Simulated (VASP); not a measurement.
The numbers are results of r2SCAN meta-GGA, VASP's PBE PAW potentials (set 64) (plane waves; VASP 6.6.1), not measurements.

Gaps are without spin-orbit coupling.

* **volume per atom**: 27.16 Å³/atom
* **band gap (over mesh and band path)**: 1.73 eV
* **smallest direct gap (over mesh and band path)**: 1.73 eV

Task: Which relaxed crystal gives these values?
(A) BAs, F-43m (216)
(B) Tl2MoO4, P-3m1 (164)
(C) KMgH3, Pm-3m (221)
(D) CuI, P6_3mc (186)

Result: D, CuI, P6_3mc (186)
